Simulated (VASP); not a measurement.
VASP input:

### POSCAR
```
KMgF3
1
    3.8963603276    -0.0000000000     0.0000000000
    0.0000000000     3.8963603276     0.0000000000
   -0.0000000000     0.0000000000     3.8963603276
K Mg F
1 1 3
Direct
  0.0000000000   0.0000000000   0.0000000000
  0.5000000000   0.5000000000   0.5000000000
  0.5000000000   0.0000000000   0.5000000000
  0.0000000000   0.5000000000   0.5000000000
  0.5000000000   0.5000000000   0.0000000000
```

INCAR:
```
ALGO = Normal
EDIFF = 1E-8
EDIFFG = -0.001
ENCUT = 520
IBRION = 1
ISIF = 2
ISMEAR = 0
LASPH = T
LCHARG = F
LREAL = F
LWAVE = F
NELM = 100
NSW = 30
PREC = Accurate
SIGMA = 0.05
SYSTEM = KMgF3
```

KPOINTS:
```
K-points
0
Gamma
5 5 5
0 0 0
```

POTCAR, in this order: K_sv Mg F (LDA.64 set). Program: vasp_std.

**Question.** Write an equivalent input for Quantum ESPRESSO's pw.x.

**Answer.** One equivalent input (not run):
```
&CONTROL
  calculation = 'relax'
  pseudo_dir = './pseudo'
  outdir = './out'
  tprnfor = .true.
  tstress = .true.
  nstep = 30
  forc_conv_thr = 3.9e-05
/
&SYSTEM
  ibrav = 0
  nat = 5
  ntyp = 3
  ecutwfc = 84
  occupations = 'smearing'
  smearing = 'gaussian'
  degauss = 0.003675
  input_dft = 'pz'
/
&ELECTRONS
  conv_thr = 7.3e-10
  electron_maxstep = 100
/
&IONS
/
ATOMIC_SPECIES
  K 39.098 K.upf
  Mg 24.305 Mg.upf
  F 18.998 F.upf
CELL_PARAMETERS angstrom
     3.8963603   -0.0000000    0.0000000
     0.0000000    3.8963603    0.0000000
    -0.0000000    0.0000000    3.8963603
ATOMIC_POSITIONS crystal
  K    0.0000000  0.0000000  0.0000000
  Mg   0.5000000  0.5000000  0.5000000
  F    0.5000000  0.0000000  0.5000000
  F    0.0000000  0.5000000  0.5000000
  F    0.5000000  0.5000000  0.0000000
K_POINTS automatic
  5 5 5 0 0 0
```
Limits of the translation: the potentials are each code's own (VASP's PAW set, PseudoDojo norm-conserving files in pw.x), so ENCUT and ecutwfc are chosen apart and not converted; conv_thr bounds pw.x's estimated SCF error, while EDIFF bounds the energy change between steps; forc_conv_thr acts on force components and is met together with etot_conv_thr.

The compound is KMgF3 in the cubic perovskite structure. It was relaxed first, which changed the volume by -7 %. The start is the result of an earlier pass.
